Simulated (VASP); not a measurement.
Method: PBEsol GGA, VASP's PBE PAW potentials (set 64) (plane waves; VASP).

VASP ran on this input.

**INCAR**
```
ALGO = Normal
EDIFF = 1E-6
EDIFFG = -0.01
ENCUT = 520
GGA = PS
IBRION = 2
ISIF = 3
ISMEAR = 0
LASPH = .True.
LCHARG = .False.
LMAXMIX = 4
LREAL = .False.
LWAVE = .False.
NELM = 100
NSW = 60
PREC = Accurate
SIGMA = 0.05
SYSTEM = GaN
```

POSCAR:
```
GaN
1
    0.0000000000     2.2535000000     2.2535000000
    2.2535000000     0.0000000000     2.2535000000
    2.2535000000     2.2535000000     0.0000000000
Ga N
1 1
Direct
  0.0000000000   0.0000000000   0.0000000000
  0.7500000000   0.7500000000   0.7500000000
```

File KPOINTS:
```
Automatic mesh
0
Gamma
9 9 9
0 0 0
```

POTCAR, in this order: Ga_d N (PBE.64 set). Program: vasp_std.

Q: Predict the energy per atom (σ→0), volume per atom, band gap (on the k-mesh).

A: 
- energy per atom (σ→0): -6.561 eV/atom
- band gap (on the k-mesh): 1.73 eV
- volume per atom: 11.36 Å³/atom

**OSZICAR**
```
...
   2 F= -.13121882E+02 E0= -.13121882E+02  d E =-.553660E-04
       N       E                     dE             d eps       ncg     rms          rms(c)
DAV:   1    -0.131288462276E+02   -0.69639E-02   -0.85214E-02  1065   0.842E+00    0.484E-01
DAV:   2    -0.131238800411E+02    0.49662E-02   -0.81757E-03  1110   0.310E+00    0.218E-01
DAV:   3    -0.131226522418E+02    0.12278E-02   -0.14449E-03  1105   0.150E+00    0.527E-02
DAV:   4    -0.131224974723E+02    0.15477E-03   -0.19678E-04  1204   0.209E-01    0.456E-03
DAV:   5    -0.131224968563E+02    0.61605E-06   -0.51090E-06  1023   0.235E-02
   3 F= -.13122497E+02 E0= -.13122497E+02  d E =-.670612E-03
```

The structure comes from a computed database's GaN entry (F-43m); how it stands against other phases isn't given here. This run relaxes it. Symmetry was kept, so distortions that lower it aren't found.
